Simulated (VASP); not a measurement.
Input for VASP

KPOINTS:
```
kpoints
0
Gamma
 13 13 13
0 0 0
```

INCAR:
```
ISMEAR=1   ! Methfessel-Paxton
LASPH=T   ! aspherical one-centre terms
LCHARG=F
ALGO=Normal   ! blocked Davidson
GGA=PS   ! PBEsol
LWAVE=F
EDIFF=1E-6   ! SCF stop (eV)
SYSTEM=MnN
ENCUT=520
LMAXMIX=4
PREC=Accurate
ISIF=3   ! ions, shape and volume
NELM=100   ! most electronic steps
IBRION=2   ! conjugate gradients
NSW=60   ! most ionic steps
SIGMA=0.1
EDIFFG=-0.01
LREAL=F   ! projection in real space or not
```

**POSCAR**
```
MnN
1
   -0.0000000000     2.1023893284     2.1023893284
    2.1023893284     0.0000000000     2.1023893284
    2.1023893284     2.1023893284    -0.0000000000
Mn N
1 1
Direct
  0.0000000000   0.0000000000   0.0000000000
  0.2500000000   0.2500000000   0.2500000000
```

POTCAR, in this order: Mn_pv N (PBE.64 set). Program: vasp_std.

Q: Translate this PBEsol calculation to Ansatz.

A: One equivalent input (not run):
Ansatz 0.2 input:
```yaml
crystal:
  lattice:
    - [0.0000000, 2.1023893, 2.1023893]
    - [2.1023893, 0.0000000, 2.1023893]
    - [2.1023893, 2.1023893, 0.0000000]
  atoms:
    - { symbol: Mn, position: [0.0000000, 0.0000000, 0.0000000] }
    - { symbol: N, position: [0.2500000, 0.2500000, 0.2500000] }
kpoints:
  mp_grid: { grid: [13, 13, 13] }
hamiltonian:
  xc: pbesol
  pseudopotentials: { kind: paw }
scf:
  occupations: { method: methfessel_paxton, width: 0.1 }
  max_iter: 100
relax:
  max_steps: 60
  f_tol: 0.01
  cell: {}
output: { forces: true, stress: true, eigenvalues: true }
```
The two are equivalent in intent, not identical: each code has its own PAW files, so the cut-off isn't converted (ENCUT is set for VASP's; basis.ecutwfc is left out, and Ansatz then takes the one that its files recommend); Ansatz stops its SCF on the density residual and VASP on the energy change (EDIFF).

The structure was generated: MnN was put into the zinc blende type (F-43m), which need not be its known phase. This run relaxes it. Symmetry was kept, so distortions that lower it aren't found. The start is the result of an earlier pass.
